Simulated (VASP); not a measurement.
Consider the following.

```xyz
3
Lattice="2.0209 -3.5003 0.0000 2.0209 3.5003 0.0000 0.0000 0.0000 5.1255" Properties=species:S:1:pos:R:3 pbc="T T T"
Te     2.0209     1.1668     1.3388
Te     2.0209    -1.1668     3.7867
Pt     0.0000     0.0000     0.0000
```

Calculation: AM05 GGA, VASP's PBE PAW potentials (set 64) (plane waves; VASP 6.6.1). Settings: 520 eV cut-off, 10×10×7 Γ-centred mesh, tetrahedra with Blöchl corrections, potentials Te Pt.

The cores are frozen, which limits the accuracy of field gradients.

### Question
Give the principal components of the electric field gradient (V/Å²) and the asymmetry η at each nucleus.

### Answer

```
atom    Vxx    Vyy    Vzz     η
----  -----  -----  -----  ----
Te1     4.5    4.5   -9.0  0.00
Te2     4.5    4.5   -9.0  0.00
Pt3   -64.2  -64.2  128.4  0.00
```

The compound is PtTe2 in the 1T layered structure. It was relaxed first.
